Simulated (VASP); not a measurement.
These are PBE GGA, VASP's PBE PAW potentials (set 64) (plane waves; VASP) values and carry that method's errors.

VASP input:

**INCAR**
```
SYSTEM = CsPbBr3
PREC = Accurate; ENCUT = 300; LREAL = .False.
LASPH = .True.
EDIFF = 1E-6; NELM = 100; ALGO = Normal
LMAXMIX = 4
ISMEAR = 0; SIGMA = 0.01
GGA = PE
ISIF = 2
LWAVE = .False.; LCHARG = .False.
```

POSCAR:
```
CsPbBr3
1.0
  5.9486300000   0.0000000000   0.0000000000
  0.0000000000   5.9486300000   0.0000000000
  0.0000000000   0.0000000000   5.9486300000
Cs Pb Br
1 1 3
Cart
  0.0000000000   0.0000000000   0.0000000000
  2.9743150000   2.9743150000   2.9743150000
  2.9743150000   2.9743150000   0.0000000000
  0.0000000000   2.9743150000   2.9743150000
  2.9743150000   0.0000000000   2.9743150000
```

**KPOINTS**
```
Regular mesh
0
gamma
6 6 6
0 0 0
```

POTCAR, in this order: Cs_sv Pb_d Br (PBE.64 set). Program: vasp_std.

Output

File OUTCAR:
```
 ion  position               nearest neighbor table
   1  0.000  0.000  0.000-
   2  0.500  0.500  0.500-   3 2.97   4 2.97   5 2.97   3 2.97   5 2.97   4 2.97
   3  0.500  0.500  0.000-   2 2.97   2 2.97
   4  0.000  0.500  0.500-   2 2.97   2 2.97
   5  0.500  0.000  0.500-   2 2.97   2 2.97
  LATTYP: Found a simple cubic cell.
 ALAT       =     5.9486300000
 Subroutine PRICEL returns:
 Original cell was already a primitive cell.
 Subroutine GETGRP returns: Found 48 space group operations
The static configuration has the point symmetry O_h .
The dynamic configuration has the point symmetry O_h .
 Subroutine INISYM returns: Found 48 space group operations
 Subroutine IBZKPT returns following result:
 Found     20 irreducible k-points:

 Following reciprocal coordinates:
            Coordinates               Weight
  0.000000  0.000000  0.000000      1.000000
  0.166667  0.000000  0.000000      6.000000
  0.333333  0.000000  0.000000      6.000000
  0.500000  0.000000  0.000000      3.000000
  0.166667  0.166667  0.000000     12.000000
  0.333333  0.166667  0.000000     24.000000
  0.500000  0.166667  0.000000     12.000000
  0.333333  0.333333  0.000000     12.000000
  0.500000  0.333333  0.000000     12.000000
  0.500000  0.500000  0.000000      3.000000
  0.166667  0.166667  0.166667      8.000000
  0.333333  0.166667  0.166667     24.000000
  0.500000  0.166667  0.166667     12.000000
  0.333333  0.333333  0.166667     24.000000
  0.500000  0.333333  0.166667     24.000000
  0.500000  0.500000  0.166667      6.000000
  0.333333  0.333333  0.333333      8.000000
  0.500000  0.333333  0.333333     12.000000
  0.500000  0.500000  0.333333      6.000000
  0.500000  0.500000  0.500000      1.000000
   k-points           NKPTS =     20   k-points in BZ     NKDIM =     20   number of bands    NBANDS=     26
   number of dos      NEDOS =    301   number of ions     NIONS =      5
   total plane-waves  NPLWV =  46656
   dimension x,y,z NGX =    36 NGY =   36 NGZ =   36
   dimension x,y,z NGXF=    72 NGYF=   72 NGZF=   72
   ions per type =               1   1   3
   PREC   = accura    normal or accurate (medium, high low for compatibility)
   ISTART =      0    job   : 0-new  1-cont  2-samecut
   ICHARG =      2    charge: 1-file 2-atom 10-const
   ISPIN  =      1    spin polarized calculation?
   LNONCOLLINEAR =      F non collinear calculations
   LSORBIT =      F    spin-orbit coupling
   INIWAV =      1    electr: 0-lowe 1-rand  2-diag
   ENCUT  =  300.0 eV  22.05 Ry    4.70 a.u.   8.40  8.40  8.40*2*pi/ulx,y,z
   NELM   =    100;   NELMIN=  2; NELMDL= -5     # of ELM steps
   EDIFF  = 0.1E-05   stopping-criterion for ELM
   LREAL  =      F    real-space projection
   NLSPLINE    = F    spline interpolate recip. space projectors
   LMAXMIX     =    4 max onsite mixed and CHGCAR
   VOSKOWN=      0    Vosko Wilk Nusair interpolation
   EDIFFG = 0.1E-04   stopping-criterion for IOM
   NSW    =      0    number of steps for IOM
   NBLOCK =      1;   KBLOCK =      1    inner block; outer block
   IBRION =     -1    ionic relax: 0-MD 1-quasi-New 2-CG
   NFREE  =      0    steps in history (QN), initial steepest desc. (CG)
   ISIF   =      2    stress and relaxation
   ISYM   =      2    0-nonsym 1-usesym 2-fastsym
   TEIN   =    0.0    initial temperature
   TEBEG  =    0.0;   TEEND  =   0.0 temperature during run
   SMASS  =  -3.00    Nose mass-parameter (am)
   PSTRESS=    0.0 pullay stress
   NELECT =      44.0000    total number of electrons
   EFERMI =   0.00;   METHOD = LEGACY
   ISMEAR =     0;   SIGMA  =   0.01  broadening in eV -4-tet -1-fermi 0-gaus
   IALGO  =     38    algorithm
   LDIAG  =      T    sub-space diagonalisation (order eigenvalues)
...
```

OSZICAR:
```
       N       E                     dE             d eps       ncg     rms          rms(c)
DAV:   1     0.321216857325E+03    0.32122E+03   -0.14306E+04  1064   0.987E+02
DAV:   2     0.159694663843E+02   -0.30525E+03   -0.29955E+03  1356   0.282E+02
DAV:   3    -0.154749544905E+02   -0.31444E+02   -0.31342E+02  1174   0.103E+02
DAV:   4    -0.164818978034E+02   -0.10069E+01   -0.10051E+01  1356   0.254E+01
DAV:   5    -0.165100944878E+02   -0.28197E-01   -0.28188E-01  1306   0.301E+00    0.406E+00
DAV:   6    -0.159259883219E+02    0.58411E+00   -0.11241E+00  1536   0.101E+01    0.236E+00
DAV:   7    -0.158742062811E+02    0.51782E-01   -0.53283E-01  1522   0.400E+00    0.103E+00
DAV:   8    -0.158844622536E+02   -0.10256E-01   -0.65121E-02  1258   0.211E+00    0.179E-01
DAV:   9    -0.158838956951E+02    0.56656E-03   -0.11091E-02  1526   0.806E-01    0.106E-01
DAV:  10    -0.158842570028E+02   -0.36131E-03   -0.10763E-03  1126   0.187E-01    0.386E-02
DAV:  11    -0.158843300665E+02   -0.73064E-04   -0.17445E-04  1242   0.105E-01    0.833E-03
DAV:  12    -0.158843308416E+02   -0.77508E-06   -0.29485E-05  1484   0.539E-02    0.673E-03
DAV:  13    -0.158843305346E+02    0.30698E-06   -0.41980E-06  1180   0.158E-02
   1 F= -.15884331E+02 E0= -.15884331E+02  d E =-.215412E-68
```

**OUTCAR**
```
------------------------ aborting loop because EDIFF is reached ----------------------------------------
  FORCE on cell =-STRESS in cart. coord.  units (eV):
  Direction    XX          YY          ZZ          XY          YZ          ZX
  --------------------------------------------------------------------------------------
  Total        0.5464798      0.5464798      0.5464798      0.0000000      0.0000000      0.0000000
  in kB        4.1594302      4.1594302      4.1594302      0.0000000      0.0000000      0.0000000
  external PRESSURE =       4.1594302 kB  Pullay stress =       0.0000000 kB
  volume of cell :      210.50
      direct lattice vectors                 reciprocal lattice vectors
     5.948630000  0.000000000  0.000000000     0.168105934  0.000000000  0.000000000
     0.000000000  5.948630000  0.000000000     0.000000000  0.168105934  0.000000000
     0.000000000  0.000000000  5.948630000     0.000000000  0.000000000  0.168105934
 POSITION                                       TOTAL-FORCE (eV/Angst)
 -----------------------------------------------------------------------------------
      0.00000      0.00000      0.00000         0.000000      0.000000      0.000000
      2.97431      2.97431      2.97431         0.000000      0.000000      0.000000
      2.97431      2.97431      0.00000         0.000000      0.000000      0.000000
      0.00000      2.97431      2.97431         0.000000      0.000000      0.000000
      2.97431      0.00000      2.97431         0.000000      0.000000      0.000000
 -----------------------------------------------------------------------------------
    total drift:                                0.000000      0.000000      0.000000
  FREE ENERGIE OF THE ION-ELECTRON SYSTEM (eV)
  ---------------------------------------------------
  free  energy   TOTEN  =       -15.8843305346 eV

  energy  without entropy=      -15.8843305346  energy(sigma->0) =      -15.88433053
```
(Selected blocks of OUTCAR.)

At this cut-off the stress carries a Pulay error, which pulls relaxed volumes low.

The structure comes from a computed database's CsPbBr3 entry; how it stands against other phases isn't given here. The cell was not relaxed at this level. The run is one of a series of settings (KPOINTS 6×6×6 Γ-centred mesh against the base run), some of them coarse on purpose.
